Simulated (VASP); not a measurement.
# Cl on W(110): which site?, part 3 of 7

Where does Cl sit on W(110), and how strongly does it bind?

VASP 6.6.1, plane waves and PAW; the level of theory is named at each step.

So far. Step 3 (The bulk reference, job self-consistent run, k-mesh …): The run ends at a pressure of -0.81 GPa. Step 4 (Relaxing the slab): The run ended after 8 ionic steps, 0.236 eV below its first step, once the forces on the free atoms met EDIFFG = -0.03.

### Step 5. Vacuum level and density of states

Level of this step: PBEsol; plane waves and PAW (W) (VASP).

A static run writes the electrostatic potential without exchange and correlation (LVHAR), which is flat in the vacuum and gives the level to count from. The dipole correction cancels the field that unlike faces would set up across the vacuum.

File INCAR:

```
SYSTEM = W
PREC = Normal
ENCUT = 320
EDIFF = 1E-06
NELM = 120
ISMEAR = 1
SIGMA = 0.15
LREAL = .FALSE.
ALGO = Fast
GGA = PS
NBANDS = 48
LASPH = .TRUE.
LORBIT = 11
LWAVE = .FALSE.
LCHARG = .FALSE.
KPAR = 2
NCORE = 2
IDIPOL = 3
LDIPOL = .TRUE.
DIPOL = 0.5 0.5 0.496
LVHAR = .TRUE.
LVACPOTAV = .TRUE.
NEDOS = 1500
```

File POSCAR:

```
W
1.0
    6.2883230688      0.0000000000      0.0000000000
    3.1441615344      4.4465158842      0.0000000000
    0.0000000000      0.0000000000     19.4465158842
W
12
Selective dynamics
Direct
    0.0000000000      0.0000000000      0.3856732000  F F F
    0.5000000000      0.0000000000      0.3856732000  F F F
    0.0000000000      0.5000000000      0.3856732000  F F F
    0.5000000000      0.5000000000      0.3856732000  F F F
    0.7500000000      0.5000000000      0.4960352491  T T T
    0.2500000000      0.5000000000      0.4960352491  T T T
    0.7500000000      0.0000000000      0.4960352491  T T T
    0.2500000000      0.0000000000      0.4960352491  T T T
    0.0000000000      0.0000000000      0.6063704328  T T T
    0.5000000000      0.0000000000      0.6063704328  T T T
    0.0000000000      0.5000000000      0.6063704328  T T T
    0.5000000000      0.5000000000      0.6063704328  T T T
```

File KPOINTS:

```
Automatic mesh
0
Gamma
5 5 1
0 0 0
```

PAW data sets: W (PBE family, release 64).

On the command line:

```
$ mpirun -np 4 vasp_std
```

The program printed:

```text
[... set-up lines as in an earlier step ...]
 entering main loop
       N       E                     dE             d eps       ncg     rms          rms(c)
DAV:   1     0.289920903389E+03    0.28992E+03   -0.20466E+04   864   0.804E+02
DAV:   2    -0.116788308145E+03   -0.40671E+03   -0.38929E+03  1248   0.210E+02
DAV:   3    -0.160358026136E+03   -0.43570E+02   -0.42154E+02  1024   0.705E+01
DAV:   4    -0.163537358880E+03   -0.31793E+01   -0.31181E+01  1448   0.165E+01
DAV:   5    -0.163622055879E+03   -0.84697E-01   -0.83990E-01  1336   0.293E+00    0.716E+01
RMM:   6    -0.156056735318E+03    0.75653E+01   -0.15231E+01   953   0.122E+01    0.325E+01
RMM:   7    -0.154039636296E+03    0.20171E+01   -0.85835E+00   922   0.118E+01    0.887E+00
RMM:   8    -0.153677692726E+03    0.36194E+00   -0.28444E+00  1012   0.715E+00    0.454E+00
RMM:   9    -0.153820754994E+03   -0.14306E+00   -0.14534E+00  1223   0.338E+00    0.344E+00
RMM:  10    -0.153630874452E+03    0.18988E+00   -0.23972E-01  1129   0.165E+00    0.140E+00
RMM:  11    -0.153626525761E+03    0.43487E-02   -0.86688E-02  1186   0.880E-01    0.127E+00
RMM:  12    -0.153616545277E+03    0.99805E-02   -0.49849E-02  1055   0.812E-01    0.574E-01
RMM:  13    -0.153619262648E+03   -0.27174E-02   -0.21498E-02  1321   0.413E-01    0.221E-01
RMM:  14    -0.153619742120E+03   -0.47947E-03   -0.29887E-03  1255   0.148E-01    0.193E-01
RMM:  15    -0.153620199516E+03   -0.45740E-03   -0.17418E-03  1286   0.928E-02    0.987E-02
RMM:  16    -0.153620278571E+03   -0.79055E-04   -0.42148E-04  1165   0.624E-02    0.385E-02
RMM:  17    -0.153620333514E+03   -0.54943E-04   -0.19044E-04  1292   0.353E-02    0.361E-02
RMM:  18    -0.153620432760E+03   -0.99246E-04   -0.15260E-04  1276   0.272E-02    0.389E-02
RMM:  19    -0.153620520357E+03   -0.87597E-04   -0.40014E-05  1201   0.184E-02    0.748E-03
RMM:  20    -0.153620638564E+03   -0.11821E-03   -0.17300E-05  1007   0.124E-02    0.640E-03
RMM:  21    -0.153620677698E+03   -0.39134E-04   -0.66119E-06   890   0.617E-03    0.942E-03
RMM:  22    -0.153620741467E+03   -0.63769E-04   -0.38604E-06   736   0.512E-03    0.332E-03
RMM:  23    -0.153620747048E+03   -0.55801E-05   -0.83345E-07   638   0.301E-03    0.391E-03
RMM:  24    -0.153620752920E+03   -0.58723E-05   -0.74979E-07   610   0.234E-03    0.232E-03
RMM:  25    -0.153620754580E+03   -0.16607E-05   -0.37319E-07   556   0.188E-03    0.312E-04
RMM:  26    -0.153620754777E+03   -0.19666E-06   -0.20937E-07   470   0.145E-03
 -----------------------------------------------------------------------------
|                                                                             |
|           W    W    AA    RRRRR   N    N  II  N    N   GGGG   !!!           |
|           W    W   A  A   R    R  NN   N  II  NN   N  G    G  !!!           |
|           W    W  A    A  R    R  N N  N  II  N N  N  G       !!!           |
|           W WW W  AAAAAA  RRRRR   N  N N  II  N  N N  G  GGG   !            |
|           WW  WW  A    A  R   R   N   NN  II  N   NN  G    G                |
|           W    W  A    A  R    R  N    N  II  N    N   GGGG   !!!           |
|                                                                             |
|     Did not find any points to average over, which means that no vacuum     |
|     field-free region was found. Please increase the size of  your cell     |
|     in the dimension of the dipole correction to obtain accurate            |
|     workfunction values.                                                    |
|                                                                             |
 -----------------------------------------------------------------------------

   1 F= -.15362075E+03 E0= -.15361686E+03  d E =-.116967E-01
```

Elapsed: 43 s, on 4 MPI ranks of AMD EPYC 7R43, shared host; peak memory 0.64 GiB; 2.5 min of CPU time.

From OUTCAR (step 5):

```text
   NELECT =      72.0000    total number of electrons

 dipolmoment           0.000000      0.000000     -0.000091 electrons x Angstroem

 E-fermi :  -0.5018

 k-point     1 :       0.0000    0.0000    0.0000
  band No.  band energies     occupation
    ...
     27      -1.8295      2.00000
     28      -1.6177      2.00000
     29      -1.1523      2.00000
     30      -1.1500      2.00000
     31      -0.5443      1.45905
     32      -0.4510      0.46184
     33      -0.4510      0.46183
     34      -0.0791     -0.00050
     35       0.2707     -0.00000
     36       0.3508     -0.00000
    ...

  Total      -19.4038124    -11.1619970     -0.8728553      0.0000000      0.0000000      0.0000000
  in kB      -57.1743390    -32.8894026     -2.5719134      0.0000000      0.0000000      0.0000000
  external PRESSURE =     -30.8785517 kB  Pullay stress =       0.0000000 kB

 POSITION                                       TOTAL-FORCE (eV/Angst)
 -----------------------------------------------------------------------------------
      0.00000      0.00000      7.50000         0.000000      0.000000      0.013849
      3.14416      0.00000      7.50000        -0.000000     -0.000000      0.013849
      1.57208      2.22326      7.50000         0.000000     -0.000000      0.013849
      4.71624      2.22326      7.50000        -0.000000     -0.000000      0.013849
      6.28832      2.22326      9.64616        -0.000000      0.000000     -0.004453
      3.14416      2.22326      9.64616        -0.000000      0.000000     -0.004453
      4.71624      0.00000      9.64616        -0.000000      0.000000     -0.004453
      1.57208      0.00000      9.64616        -0.000000      0.000000     -0.004453
      0.00000      0.00000     11.79179         0.000000      0.000000     -0.009396
      3.14416      0.00000     11.79179        -0.000000      0.000000     -0.009396
      1.57208      2.22326     11.79179         0.000000      0.000000     -0.009396
      4.71624      2.22326     11.79179         0.000000      0.000000     -0.009396
 -----------------------------------------------------------------------------------
    total drift:                                0.000000      0.000001      0.004389

  FREE ENERGIE OF THE ION-ELECTRON SYSTEM (eV)
  ---------------------------------------------------
  free  energy   TOTEN  =      -153.6207547771 eV

  energy  without entropy=     -153.6090580555  energy(sigma->0) =     -153.61685587

 vacuum level on the upper side and lower side of the slab         4.454         4.455

[... 7 parts as in an earlier step ...]

[... 10 further parts left out ...]
```

Numbers from this step:

| Item | Value |
| --- | --- |
| electronic cycles | 26 |
| Fermi energy | -0.5018 eV |
| dipole moment | 0, 0, -9.10e-5 e·Å |
| vacuum levels | 4.454, 4.455 eV |
| work functions of the upper and lower face | 4.956, 4.957 eV |

Zero at the Fermi level. Table of planar average of the electrostatic potential by height:

| height (Å) | planar average of the electrostatic potential (eV) |
| --- | --- |
| 0.0 | 4.96 |
| 0.5 | 4.96 |
| 1.0 | 4.96 |
| 1.5 | 4.96 |
| 2.0 | 4.96 |
| 2.5 | 4.96 |
| 3.0 | 4.96 |
| 3.5 | 4.95 |
| 4.0 | 4.95 |
| 4.5 | 4.91 |
| 5.0 | 4.81 |
| 5.5 | 4.42 |
| 6.0 | 3.06 |
| 6.5 | -1.21 |
| 7.0 | -8.24 |
| 7.5 | -11.9 |
| 8.0 | -8.60 |
| 8.5 | -3.67 |
| 9.0 | -7.04 |
| 9.5 | -12.4 |
| 10.0 | -10.7 |
| 10.5 | -4.65 |
| 11.0 | -5.10 |
| 11.5 | -10.7 |
| 12.0 | -11.2 |
| 12.5 | -5.33 |
| 13.0 | 1.12 |
| 13.5 | 3.83 |
| 14.0 | 4.64 |
| 14.5 | 4.87 |
| 15.0 | 4.93 |
| 15.5 | 4.95 |
| 16.0 | 4.95 |
| 16.5 | 4.96 |
| 17.0 | 4.96 |
| 17.5 | 4.96 |
| 18.0 | 4.96 |
| 18.5 | 4.96 |
| 19.0 | 4.96 |

Density of states in the PAW spheres, an atom over height of the layer and energy from the Fermi level.

Values in states/eV, 22 rows by 3 columns, each cell a mean:
```
0.87 0.35 0.87
1.05 0.51 1.05
0.93 0.34 0.93
0.91 0.49 0.91
1.19 0.59 1.19
1.19 0.67 1.19
1.08 0.68 1.08
1.14 0.77 1.14
0.88 0.97 0.88
1.51 2.28 1.51
0.59 1.20 0.60
0.45 0.59 0.45
0.61 0.81 0.61
0.59 1.13 0.59
0.78 1.28 0.78
0.49 0.85 0.49
0.36 0.84 0.36
0.20 0.29 0.20
0.12 0.24 0.12
0.05 0.12 0.05
0.02 0.06 0.02
0.08 0.19 0.08
```
Columns: height of the layer (Å) from 7.5 to 11.8; rows upwards: energy from the Fermi level (eV) from -7.9 to 0.5.

The map of layer states is cut here 0.5 eV above the Fermi level, so it leaves out the states above that.

The vacuum level lies 4.96 eV above the Fermi level at the upper face; both faces agree, as the slab has next to no dipole.

The program found no field-free point at its default tolerance, but its printed level agrees with the flat part of the planar average.

On this mesh the fine structure of the density of states is sampling noise, and high empty states may be cut by the number of bands.

### Step 6. Relaxing the atoms

This step: PBEsol; plane waves and PAW (Cl) (VASP 6.6.1).

System of this step: Cl2. The cell holds 2 atoms: 2 Cl. Its edges and angles: a = 11.000 Å, b = 11.500 Å, c = 14.000 Å, α = 90.0°, β = 90.0°, γ = 90.0°. Vacuum lies along a, b and c.

The reference for Cl is the Cl2 molecule, relaxed in a box at the cutoff of the large cell.

File INCAR:

```
SYSTEM = Cl
PREC = Normal
ENCUT = 320
EDIFF = 1E-05
NELM = 120
ISMEAR = 0
SIGMA = 0.01
LREAL = .FALSE.
ALGO = Fast
GGA = PS
NBANDS = 13
LORBIT = 11
LWAVE = .FALSE.
LCHARG = .FALSE.
NCORE = 4
IBRION = 2
NSW = 20
ISIF = 2
EDIFFG = -0.03
POTIM = 0.4
MAXMIX = 40
ISYM = 0
```

File POSCAR:

```
Cl
1.0
   11.0000000000      0.0000000000      0.0000000000
    0.0000000000     11.5000000000      0.0000000000
    0.0000000000      0.0000000000     14.0000000000
Cl
2
Direct
    0.5000000000      0.5000000000      0.4289285700
    0.5000000000      0.5000000000      0.5710714300
```

File KPOINTS:

```
Automatic mesh
0
Gamma
1 1 1
0 0 0
```

The projector-augmented-wave data sets are Cl (PBE family, release 64).

On the command line:

```
$ mpirun -np 4 vasp_gam
```

The program printed:

```text
[banner, memory and clock lines left out]
running    4 mpi-ranks, on    1 nodes
 distrk:  each k-point on    4 cores,    1 groups
 distr:  one band on    4 cores,    1 groups

 POSCAR found type information on POSCAR Cl
 POSCAR found :  1 types and       2 ions
 [... a notice as in an earlier step ...]

 LDA part: xc-table for (Slater+PW92), standard interpolation
 POSCAR, INCAR and KPOINTS ok, starting setup
 FFT: planning ... GRIDC
 FFT: planning ... GRID_SOFT
 FFT: planning ... GRID
 WAVECAR not read
 entering main loop
       N       E                     dE             d eps       ncg     rms          rms(c)
DAV:   1     0.131877854166E+03    0.13188E+03   -0.24592E+03    34   0.406E+02
DAV:   2     0.287638792322E+02   -0.10311E+03   -0.10202E+03    47   0.728E+01
DAV:   3    -0.305843606414E+01   -0.31822E+02   -0.31790E+02    44   0.686E+01
DAV:   4    -0.411744971526E+01   -0.10590E+01   -0.10589E+01    36   0.127E+01
DAV:   5    -0.412981451849E+01   -0.12365E-01   -0.12365E-01    44   0.161E+00    0.112E+01
RMM:   6    -0.390168419647E+01    0.22813E+00   -0.12866E-01    26   0.228E+00    0.682E+00
RMM:   7    -0.381738513845E+01    0.84299E-01   -0.33113E-01    26   0.375E+00    0.400E-01
RMM:   8    -0.381772485349E+01   -0.33972E-03   -0.34704E-02    26   0.148E+00    0.131E-01
RMM:   9    -0.381831180469E+01   -0.58695E-03   -0.63484E-03    27   0.545E-01    0.879E-02
RMM:  10    -0.381909564667E+01   -0.78384E-03   -0.85303E-04    28   0.188E-01    0.329E-02
RMM:  11    -0.381963264265E+01   -0.53700E-03   -0.16148E-04    26   0.867E-02    0.178E-02
RMM:  12    -0.382026381439E+01   -0.63117E-03   -0.82988E-05    25   0.542E-02    0.797E-03
RMM:  13    -0.382057179670E+01   -0.30798E-03   -0.44921E-05    24   0.331E-02    0.131E-02
RMM:  14    -0.382099266218E+01   -0.42087E-03   -0.56902E-05    24   0.346E-02    0.638E-03
RMM:  15    -0.382100579331E+01   -0.13131E-04   -0.14563E-05    21   0.172E-02    0.545E-03
RMM:  16    -0.382109129602E+01   -0.85503E-04   -0.59625E-06    19   0.131E-02    0.346E-03
RMM:  17    -0.382109160009E+01   -0.30407E-06   -0.83731E-07    17   0.570E-03
   1 F= -.38210916E+01 E0= -.38210916E+01  d E =-.382109E+01
 curvature:   0.00 expect dE= 0.000E+00 dE for cont linesearch  0.000E+00
 trial: gam= 0.00000 g(F)=  0.301E-02 g(S)=  0.000E+00 ort = 0.000E+00 (trialstep = 0.100E+01)
 search vector abs. value=  0.301E-02
 bond charge predicted
       N       E                     dE             d eps       ncg     rms          rms(c)
DAV:   1    -0.382109997870E+01   -0.86827E-05   -0.25796E-01    31   0.253E+00    0.796E-01
RMM:   2    -0.382040093695E+01    0.69904E-03   -0.10575E-02    26   0.699E-01    0.288E-01
RMM:   3    -0.382156773401E+01   -0.11668E-02   -0.28272E-03    26   0.358E-01    0.126E-01
RMM:   4    -0.382178160650E+01   -0.21387E-03   -0.40792E-04    26   0.154E-01    0.653E-02
RMM:   5    -0.382172066622E+01    0.60940E-04   -0.91092E-05    26   0.642E-02    0.505E-02
RMM:   6    -0.382181795850E+01   -0.97292E-04   -0.15899E-04    26   0.672E-02    0.216E-02
RMM:   7    -0.382180506706E+01    0.12891E-04   -0.15417E-05    20   0.300E-02    0.280E-02
RMM:   8    -0.382180453197E+01    0.53509E-06   -0.12858E-05    20   0.197E-02
   2 F= -.38218045E+01 E0= -.38218045E+01  d E =-.712932E-03
 trial-energy change:   -0.000713  1 .order   -0.000653   -0.003011    0.001705
 step:   0.6556(harm=  0.6385)  dis= 0.00500  next Energy=    -3.822096 (dE=-0.100E-02)
 bond charge predicted
       N       E                     dE             d eps       ncg     rms          rms(c)
DAV:   1    -0.382199688901E+01   -0.19182E-03   -0.31126E-02    26   0.882E-01    0.289E-01
RMM:   2    -0.382208825164E+01   -0.91363E-04   -0.78010E-04    26   0.206E-01    0.553E-02
RMM:   3    -0.382210202441E+01   -0.13773E-04   -0.11155E-04    24   0.777E-02    0.191E-02
RMM:   4    -0.382211827844E+01   -0.16254E-04   -0.37030E-05    20   0.366E-02    0.680E-03
RMM:   5    -0.382212708622E+01   -0.88078E-05   -0.13870E-05    20   0.217E-02
   3 F= -.38221271E+01 E0= -.38221271E+01  d E =-.103549E-02
 curvature:  -0.32 expect dE=-0.221E-05 dE for cont linesearch -0.221E-05
 trial: gam=-0.04568 g(F)=  0.693E-05 g(S)=  0.000E+00 ort = 0.144E-03 (trialstep = 0.931E+00)
 search vector abs. value=  0.164E-07
 reached required accuracy - stopping structural energy minimisation
```

The job ended after 5.8 s (4 MPI ranks; peak memory 0.64 GiB).

Parts of OUTCAR (step 6):

```text
   k-points           NKPTS =      1   k-points in BZ     NKDIM =      1   number of bands    NBANDS=     13

   ENCUT  =  320.0 eV  23.52 Ry    4.85 a.u.  16.04 16.77 20.42*2*pi/ulx,y,z

   NELECT =      14.0000    total number of electrons

 E-fermi :  -6.9591

 k-point     1 :       0.0000    0.0000    0.0000
  band No.  band energies     occupation
    ...
      3     -11.7977      2.00000
      4      -9.7806      2.00000
      5      -9.7804      2.00000
      6      -7.0189      2.00000
      7      -7.0187      2.00000
      8      -3.9376      0.00000
      9      -0.2807      0.00000
     10       0.5514      0.00000
     11       0.6090      0.00000
     12       0.9321      0.00000
    ...

  Total       -0.0814733     -0.0712776     -0.0603263     -0.0000003     -0.0000026     -0.0000163
  in kB       -0.0737068     -0.0644830     -0.0545756     -0.0000003     -0.0000023     -0.0000147
  external PRESSURE =      -0.0642551 kB  Pullay stress =       0.0000000 kB

 POSITION                                       TOTAL-FORCE (eV/Angst)
 -----------------------------------------------------------------------------------
      5.50000      5.75000      6.01000         0.000065      0.000006      0.009477
      5.50000      5.75000      7.99000        -0.000065     -0.000006     -0.009477
 -----------------------------------------------------------------------------------
    total drift:                               -0.000015     -0.000093      0.000038

  FREE ENERGIE OF THE ION-ELECTRON SYSTEM (eV)
  ---------------------------------------------------
  free  energy   TOTEN  =        -3.8221270862 eV

  energy  without entropy=       -3.8221270862  energy(sigma->0) =       -3.82212709

[... 1 part as in an earlier step ...]

[... 7 further parts left out ...]
```

CONTCAR:

```
Cl
   1.00000000000000
    11.0000000000000000    0.0000000000000000    0.0000000000000000
     0.0000000000000000   11.5000000000000000    0.0000000000000000
     0.0000000000000000    0.0000000000000000   14.0000000000000000
  Cl
     2
Direct
     0.5000000454162240    0.5000000088014238    0.4292855782342740
     0.4999999545837759    0.4999999911985761    0.5707144217657258
```

The steps of the relaxation:

| step | energy less that of the first step (eV) | largest force (eV/Å) |
| --- | --- | --- |
| 1 | 0.0000 | 0.1975 |
| 2 | -0.0007 | 0.1119 |
| 3 | -0.0010 | 0.0095 |

Numbers from this step:

```
electronic cycles                                     : 30
electrons                                             : 14
free energy (TOTEN)                                   : -3.822 eV
gap between the highest filled and lowest empty level : 3.081 eV
```

The run ended after 3 ionic steps, 0.001 eV below its first step, once the forces on the free atoms met EDIFFG = -0.03.

Energy at zero smearing: -3.82213 eV.

(Part 3 of 7 ends here.)

[Lines on the potential files, build, host, timing and source positions are cut from VASP's logs without a mark.]

[Logs are printed without paths, hosts, clocks, repeated set-up lines and the standing remarks that a program may print on its own settings, such as how far it seeks lower states.]

[Hosts, paths, dates, database ids (printed as entryN), source tags and the programs' standing remarks are cut or masked in the printed files.]

[Runs that stopped without an error message from VASP are left out.]
